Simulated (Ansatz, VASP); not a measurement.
# HfTeSe: VASP beside Ansatz, part 2 of 2

One calculation is typed for both programs; each brings its own data sets. How far apart do they land? Of the first pair: The cell is taken from a series of runs on this material, whose earlier steps may have relaxed, scaled, displaced or heated it; both programs get it as it stands.

VASP 6.6.1 and Ansatz 0.2.0.

So far. Step 3 (VASP: single point, PBEsol, pair 1): The run ends at a pressure of 3.48 GPa, with forces up to 3.3 eV/Å.

## Step 6: VASP: single point, PBEsol, start cell, pair 2

Level of this step: PBEsol; plane waves and PAW (Hf_pv, Se, Te) (VASP).

The same cell, functional, mesh and smearing now go to VASP, with its own data sets.

File INCAR:

```
SYSTEM = HfTeSe
PREC = Accurate
ENCUT = 400
EDIFF = 1E-06
NELM = 120
ISMEAR = 1
SIGMA = 0.2
LREAL = .FALSE.
ALGO = Normal
GGA = PS
NBANDS = 17
LASPH = .TRUE.
LORBIT = 11
LWAVE = .FALSE.
LCHARG = .FALSE.
ISIF = 2
LDIPOL = .TRUE.
IDIPOL = 3
DIPOL = 0.5 0.5 0.332
LVHAR = .TRUE.
GGA_COMPAT = .FALSE.
NELMDL = -8
KPAR = 2
```

File POSCAR:

```
HfTeSe
1.0
    3.8306221352      0.0000000000      0.0000000000
   -1.9153110676      3.3174160813      0.0000000000
    0.0000000000      0.0000000000     30.0000000000
Hf Se Te
1 1 1
Direct
    0.0000000000      0.0000000000      0.3364625667
    0.3333333333      0.6666666667      0.3858626333
    0.6666666667      0.3333333333      0.2743414667
```

File KPOINTS:

```
Automatic mesh
0
Gamma
12 12 1
0 0 0
```

The projector-augmented-wave data sets are Hf_pv, Se and Te (PBE family, release 64).

The run is started by

```bash
> mpirun -np 2 vasp_std
```

Numbers of over 12 decimals in the logs are rounded to 6 here.

Output:

```text
[banner, memory and clock lines left out]
running    2 mpi-ranks, on    1 nodes
[...]
[... a notice as in an earlier step ...]

 LDA part: xc-table for (Slater+PW92), standard interpolation
 POSCAR, INCAR and KPOINTS ok, starting setup
[...]
entering main loop
       N       E                     dE             d eps       ncg     rms          rms(c)
DAV:   1     0.920318086203E+02    0.92032E+02   -0.79722E+03   806   0.730E+02
DAV:   2    -0.114878146166E+02   -0.10352E+03   -0.10067E+03   852   0.146E+02
DAV:   3    -0.219702039118E+02   -0.10482E+02   -0.10441E+02   944   0.473E+01
DAV:   4    -0.221685353879E+02   -0.19833E+00   -0.19756E+00  1051   0.767E+00
[...]
DAV:  25    -0.209935602872E+02   -0.30396E-05   -0.64595E-08   635   0.636E-04    0.509E-04
DAV:  26    -0.209935618396E+02   -0.15523E-05   -0.26423E-08   653   0.414E-04    0.290E-04
DAV:  27    -0.209935623184E+02   -0.47878E-06   -0.40191E-09   631   0.197E-04
   1 F= -.20993562E+02 E0= -.20992922E+02  d E =-.192034E-02
```

Parts of OUTCAR (step 6):

```text
  Total       -0.8956558     -0.8956558     -0.6904867     -0.0000000      0.0000000      0.0000000
  in kB       -3.7641005     -3.7641005     -2.9018527     -0.0000000      0.0000000      0.0000000
  external PRESSURE =      -3.4766845 kB  Pullay stress =       0.0000000 kB

 POSITION                                       TOTAL-FORCE (eV/Angst)
 -----------------------------------------------------------------------------------
      0.00000      0.00000     10.09388         0.000000     -0.000000      0.013035
     -0.00000      2.21161     11.57588        -0.000000      0.000000     -0.206606
      1.91531      1.10581      8.23024         0.000000     -0.000000      0.193570
 -----------------------------------------------------------------------------------
    total drift:                                0.000000     -0.000000      0.000333

  FREE ENERGIE OF THE ION-ELECTRON SYSTEM (eV)
  ---------------------------------------------------
  free  energy   TOTEN  =       -20.9935623184 eV

  energy  without entropy=      -20.9916419787  energy(sigma->0) =      -20.99292221

[... 3 further parts left out ...]
[key lines of the parts left out:]
E-fermi :  -2.7961
```

The run ends at a pressure of -0.35 GPa, with forces up to 0.21 eV/Å.

## Step 7: Differences

What differs besides the data sets and the points named for the pairs above, as far as they apply: the data sets hold 58 valence electrons in Ansatz (on its PAW soft_1 files) and 22 in VASP. Total energies have different zeros and are not compared.

Forces (eV/Å; atoms numbered as in POSCAR):

| atom | Ansatz x, y, z | VASP x, y, z |
| --- | --- | --- |
| Hf1 | 0.000, 0.000, -0.002 | 0.000, 0.000, 0.013 |
| Se2 | 0.000, 0.000, -0.178 | 0.000, 0.000, -0.207 |
| Te3 | 0.000, 0.000, 0.180 | 0.000, 0.000, 0.194 |

The forces differ by 12 meV/Å r.m.s., which is 12.3 % of the r.m.s. force of 0.094 eV/Å (both taken over all components). With vacuum in the cell, a pressure given here is an average over mostly empty space and none of the material.

## Step 8: Ansatz: relaxation, PBEsol

The two programs are compared at the cell with which this relaxation starts, whose forces are those of its first step.

The structure compared here is the start of the Ansatz relaxation; VASP solves that cell, so the two are compared at the walk's first step.

File input.yaml:

```yaml
crystal:
  lattice:
    - [3.9064760388, 0.0, 0.0]
    - [-1.9532380194, 3.3831074889, 0.0]
    - [0.0, 0.0, 30.0]
  atoms:
    - { symbol: Hf, position: [0.0, 0.0, 0.3365001386] }
    - { symbol: Se, position: [0.3333333333, 0.6666666667, 0.3846039964] }
    - { symbol: Te, position: [0.6666666667, 0.3333333333, 0.2755625318] }
  periodic: [true, true, false]
kpoints:
  mp_grid: { grid: [12, 12, 1] }
hamiltonian:
  xc: pbesol
  pseudopotentials: { kind: paw, azcp: { folder: soft_1 }, xc_functional: pbe }
scf:
  occupations: { method: methfessel_paxton, width: 0.2 }
output:
  forces: true
  stress: true
  eigenvalues: true
relax:
  adjacent_minimum: "off"
  f_tol: 0.001
  max_steps: 60
```

The run is started by

```bash
> ansatz run input.yaml --threads 4 --pin off --max-ram 16384MiB --backend cpu --events-out ev --progress --plain --runs-dir out
```

Output:

```text
[...]
Crystal: 3 atoms, lattice volume = 396.481 Å³
Basis set: ecut = 420 eV, 7829 PW (Γ), exchange–correlation on 54×54×432 points (8 copies of the dense FFT grid, shifted against one another)
Bands: 35, of which v1, the nominal top of the filled ones, is band 29 counted from 1 (28 counted from 0)
Symmetry: 6 space group operations
[...]
--- Relaxed structure (5 steps of the walk, 4 accepted, 0 SCFs on fresh bases) ---
  F+E_penalty+E_count = -27927.68358800 eV   max|allowed force component| = 2.503e-5 eV/Å
  cell:  # Å, volume = 396.4809 Å³
    - [3.906476, 0.0, 0.0]
    - [-1.953238, 3.383107, 0.0]
    - [0.0, 0.0, 30.0]
  atoms:
    - { symbol: Hf, position: [0, 0, 0.336530] }
    - { symbol: Se, position: [0.333333, 0.666667, 0.383984] }
    - { symbol: Te, position: [0.666667, 0.333333, 0.276152] }
[key lines of the parts left out:]
SCF converged after 5 iterations
Free energy (F): -27927.683588 eV
Fermi energy:    -4.836797 eV
P = ½ c Tr σ = -1.7358 N/m
```

## Step 9: VASP: single point, PBEsol, start cell, pair 3

The same cell, functional, mesh and smearing now go to VASP, with its own data sets.

INCAR is that of step 6.

File POSCAR:

```
HfTeSe
1.0
    3.9064760388      0.0000000000      0.0000000000
   -1.9532380194      3.3831074889      0.0000000000
    0.0000000000      0.0000000000     30.0000000000
Hf Se Te
1 1 1
Direct
    0.0000000000      0.0000000000      0.3365001333
    0.3333333333      0.6666666667      0.3846040000
    0.6666666667      0.3333333333      0.2755625333
```

KPOINTS is that of step 6.

The run is started by

```bash
> mpirun -np 2 vasp_std
```

Output:

```text
[... set-up lines as in an earlier step ...]
 entering main loop
       N       E                     dE             d eps       ncg     rms          rms(c)
DAV:   1     0.924092725911E+02    0.92409E+02   -0.78803E+03   806   0.725E+02
DAV:   2    -0.112272046841E+02   -0.10364E+03   -0.10177E+03   854   0.147E+02
DAV:   3    -0.220243698662E+02   -0.10797E+02   -0.10764E+02   969   0.478E+01
DAV:   4    -0.222298277104E+02   -0.20546E+00   -0.20525E+00  1044   0.779E+00
[...]
DAV:  25    -0.209551489111E+02   -0.18107E-05   -0.21092E-08   647   0.451E-04    0.473E-04
DAV:  26    -0.209551509059E+02   -0.19949E-05   -0.33358E-08   624   0.469E-04    0.138E-04
DAV:  27    -0.209551517552E+02   -0.84930E-06   -0.11618E-08   620   0.284E-04
   1 F= -.20955152E+02 E0= -.20955326E+02  d E =0.522205E-03
```

Parts of OUTCAR (step 9):

```text
  Total       -1.8498036     -1.8498036     -0.6324183      0.0000000      0.0000000     -0.0000000
  in kB       -7.4750480     -7.4750480     -2.5555995      0.0000000      0.0000000     -0.0000000
  external PRESSURE =      -5.8352318 kB  Pullay stress =       0.0000000 kB

 POSITION                                       TOTAL-FORCE (eV/Angst)
 -----------------------------------------------------------------------------------
      0.00000      0.00000     10.09500        -0.000000     -0.000000      0.015884
     -0.00000      2.25540     11.53812         0.000000      0.000000     -0.195252
      1.95324      1.12770      8.26688        -0.000000      0.000000      0.179369
 -----------------------------------------------------------------------------------
    total drift:                                0.000000      0.000000     -0.000109

  FREE ENERGIE OF THE ION-ELECTRON SYSTEM (eV)
  ---------------------------------------------------
  free  energy   TOTEN  =       -20.9551517552 eV

  energy  without entropy=      -20.9556739601  energy(sigma->0) =      -20.95532582

[... 1 part as in an earlier step ...]

[... 2 further parts left out ...]
[key lines of the parts left out:]
E-fermi :  -2.8748
```

The run ends at a pressure of -0.58 GPa, with forces up to 0.20 eV/Å.

## Step 10: Comparison

What differs besides the data sets and the points named for the pairs above, as far as they apply: the data sets hold 58 valence electrons in Ansatz (on its PAW soft_1 files) and 22 in VASP. Total energies have different zeros and are not compared.

Forces (eV/Å; atoms numbered as in POSCAR):

| atom | Ansatz x, y, z | VASP x, y, z |
| --- | --- | --- |
| Hf1 | 0.000, 0.000, 0.001 | 0.000, 0.000, 0.016 |
| Se2 | 0.000, 0.000, -0.165 | 0.000, 0.000, -0.195 |
| Te3 | 0.000, 0.000, 0.164 | 0.000, 0.000, 0.179 |

The forces differ by 12 meV/Å r.m.s., which is 13.9 % of the r.m.s. force of 0.089 eV/Å (both taken over all components). With vacuum in the cell, a pressure given here is an average over mostly empty space and none of the material.

## Step 11: What the set-up changes

Further runs change the set-up of one program: Ansatz's method, potentials or start, or VASP's data sets, cutoff or form of LDA. The table gives that difference for each run.

| run | r.m.s. force difference (meV/Å) |
| --- | --- |
| as above | 12 |
| VASP with the data sets Hf_pv, Se_sv_GW and Te_sv_GW and a cutoff of 620 eV | 25 |

## Step 12: Summary of results

| Quantity | Value |
| --- | --- |
| r.m.s. force difference (single point, PBEsol, pair 1) | 0.57 % of the r.m.s. force |
| r.m.s. force difference (single point, PBEsol, start cell, pair 2) | 12 meV/Å |
| r.m.s. force difference (single point, PBEsol, start cell, pair 3) | 12 meV/Å |

What this shows: The r.m.s. force difference is 12 meV/Å (single point, PBEsol, start cell, pair 3), at about the 12 meV/Å picked in this series as the mark of a large difference. The data sets hold unlike numbers of valence electrons (58 in Ansatz and 22 in VASP), so part of the differences comes from the potentials. Single point, PBEsol, start cell, pair 3, VASP with the data sets Hf_pv, Se_sv_GW and Te_sv_GW and a cutoff of 620 eV: r.m.s. force difference goes from 12 to 25 meV/Å. 12 further runs of this series are not shown here. How closely two codes agree says nothing of how well the functional describes the real material.

[Lines on the potential files, build, host, timing and source positions are cut from VASP's logs without a mark.]

[Logs are printed without paths, hosts, clocks, repeated set-up lines and the standing remarks that a program may print on its own settings, such as how far it seeks lower states.]

[Hosts, paths, dates, database ids (printed as entryN), source tags and the programs' standing remarks are cut or masked in the printed files.]
